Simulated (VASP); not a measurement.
Method: AM05 GGA, VASP's PBE PAW potentials (set 64) (plane waves; VASP 6.6.1).

VASP input:

### POSCAR
```
CrO2
1
    4.3989766493     0.0000000000     0.0000000000
    0.0000000000     4.3989766493     0.0000000000
    0.0000000000     0.0000000000     2.8879035109
Cr O
2 4
Direct
  1.0000000000   0.0000000000   0.0000000000
  0.5000000000   0.5000000000   0.5000000000
  0.3035294787   0.3035294787   0.0000000000
  0.8035294787   0.1964705213   0.5000000000
  0.1964705213   0.8035294787   0.5000000000
  0.6964705213   0.6964705213   0.0000000000
```

INCAR:
```
NELM = 100   # most electronic steps
LCHARG = .TRUE.
LASPH = .TRUE.   # aspherical one-centre terms
EDIFF = 1E-7
PREC = Accurate
SYSTEM = CrO2
ISIF = 2
ISMEAR = -5   # tetrahedra, Bloechl
ALGO = Normal   # blocked Davidson
NEDOS = 601   # DOS grid
ISPIN = 2   # spin-polarised
LREAL = .FALSE.
LEFG = .TRUE.
GGA = AM
LORBIT = 11   # lm-projected
MAGMOM = 2.1 2.1 -0.1 -0.1 -0.1 -0.1
ENCUT = 520   # plane-wave cut-off (eV)
LWAVE = .FALSE.
LMAXMIX = 4   # l cut-off of mixed one-centre charges
```

KPOINTS:
```
Automatic mesh
0
Gamma
8 8 12
0 0 0
```

POTCAR, in this order: Cr_pv O (PBE.64 set). Program: vasp_std.

The resulting files:

### OSZICAR
```
       N       E                     dE             d eps       ncg     rms          rms(c)
DAV:   1     0.612981431551E+03    0.61298E+03   -0.26617E+04 12600   0.179E+03
DAV:   2     0.717995408292E+01   -0.60580E+03   -0.57035E+03 13634   0.526E+02
DAV:   3    -0.644998347259E+02   -0.71680E+02   -0.70132E+02 15202   0.174E+02
DAV:   4    -0.665010741786E+02   -0.20012E+01   -0.19241E+01 14776   0.283E+01
DAV:   5    -0.665496847834E+02   -0.48611E-01   -0.48579E-01 16016   0.442E+00    0.430E+01
DAV:   6    -0.588673489604E+02    0.76823E+01   -0.14773E+02 14716   0.102E+02    0.359E+01
DAV:   7    -0.539219447219E+02    0.49454E+01   -0.96649E+01 15252   0.982E+01    0.192E+01
DAV:   8    -0.518519363686E+02    0.20700E+01   -0.70621E+00 14280   0.245E+01    0.655E+00
DAV:   9    -0.515628143466E+02    0.28912E+00   -0.16372E+00 16714   0.111E+01    0.206E+00
DAV:  10    -0.515728037264E+02   -0.99894E-02   -0.14361E-01 14094   0.345E+00    0.119E+00
DAV:  11    -0.515730604095E+02   -0.25668E-03   -0.19695E-02 16552   0.131E+00    0.527E-01
DAV:  12    -0.515723489558E+02    0.71145E-03   -0.37311E-03 17370   0.590E-01    0.217E-01
DAV:  13    -0.515722709207E+02    0.78035E-04   -0.10377E-03 15450   0.325E-01    0.807E-02
DAV:  14    -0.515722383680E+02    0.32553E-04   -0.12591E-04 14918   0.836E-02    0.423E-02
DAV:  15    -0.515722419035E+02   -0.35355E-05   -0.29889E-05 15338   0.349E-02    0.139E-02
DAV:  16    -0.515722422628E+02   -0.35931E-06   -0.22959E-06 16954   0.124E-02    0.533E-03
DAV:  17    -0.515722416390E+02    0.62384E-06   -0.84138E-07 14820   0.867E-03    0.225E-03
DAV:  18    -0.515722423527E+02   -0.71370E-06   -0.16046E-07  8962   0.322E-03    0.101E-03
DAV:  19    -0.515722423949E+02   -0.42199E-07   -0.20249E-08  7338   0.131E-03
   1 F= -.51572242E+02 E0= -.51572242E+02  d E =0.000000E+00  mag=     4.0000
```

File OUTCAR:
```
------------------------ aborting loop because EDIFF is reached ----------------------------------------
  FORCE on cell =-STRESS in cart. coord.  units (eV):
  Direction    XX          YY          ZZ          XY          YZ          ZX
  --------------------------------------------------------------------------------------
  Total        0.0253455      0.0253455     -0.0392451      0.0000000      0.0000000      0.0000000
  in kB        0.7266499      0.7266499     -1.1251504      0.0000000      0.0000000      0.0000000
  external PRESSURE =       0.1093831 kB  Pullay stress =       0.0000000 kB
  volume of cell :       55.88
      direct lattice vectors                 reciprocal lattice vectors
     4.398976649  0.000000000  0.000000000     0.227325599  0.000000000  0.000000000
     0.000000000  4.398976649  0.000000000     0.000000000  0.227325599  0.000000000
     0.000000000  0.000000000  2.887903511     0.000000000  0.000000000  0.346271957
 POSITION                                       TOTAL-FORCE (eV/Angst)
 -----------------------------------------------------------------------------------
      0.00000      0.00000      0.00000        -0.000000     -0.000000     -0.000000
      2.19949      2.19949      1.44395        -0.000000     -0.000000     -0.000000
      1.33522      1.33522      0.00000        -0.005332     -0.005332      0.000000
      3.53471      0.86427      1.44395        -0.005332      0.005332     -0.000000
      0.86427      3.53471      1.44395         0.005332     -0.005332     -0.000000
      3.06376      3.06376      0.00000         0.005332      0.005332     -0.000000
 -----------------------------------------------------------------------------------
    total drift:                                0.000000      0.000000      0.000000
  FREE ENERGIE OF THE ION-ELECTRON SYSTEM (eV)
  ---------------------------------------------------
  free  energy   TOTEN  =       -51.5722423949 eV

  energy  without entropy=      -51.5722423949  energy(sigma->0) =      -51.57224239

 total charge

# of ion       s       p       d       tot
------------------------------------------
    1        0.367   6.495   4.081  10.943
    2        0.367   6.495   4.081  10.943
    3        1.569   3.459   0.000   5.028
    4        1.569   3.459   0.000   5.028
    5        1.569   3.459   0.000   5.028
    6        1.569   3.459   0.000   5.028
--------------------------------------------------
tot          7.010  26.827   8.162  41.998

 magnetization (x)

# of ion       s       p       d       tot
------------------------------------------
    1        0.016   0.032   2.018   2.065
    2        0.016   0.032   2.018   2.065
    3       -0.003  -0.065   0.000  -0.068
    4       -0.003  -0.065   0.000  -0.068
    5       -0.003  -0.065   0.000  -0.068
    6       -0.003  -0.065   0.000  -0.068
--------------------------------------------------
tot          0.018  -0.196   4.035   3.857

 Electric field gradients after diagonalization (V/A^2)
 (convention: |V_zz| > |V_xx| > |V_yy|)
----------------------------------------------------------------------
 ion       V_xx      V_yy      V_zz     asymmetry (V_yy - V_xx)/ V_zz
----------------------------------------------------------------------
   1      33.563    11.472   -45.036       0.491
   2      33.563    11.472   -45.036       0.491
   3     -23.217    -2.950    26.168       0.774
   4     -23.217    -2.950    26.168       0.774
   5     -23.217    -2.950    26.168       0.774
   6     -23.217    -2.950    26.168       0.774
```
(Selected blocks of OUTCAR.)

For a metal the tetrahedron method with Blöchl corrections gives inexact stress and forces.

The compound is CrO2 in the rutile structure. It was relaxed first.
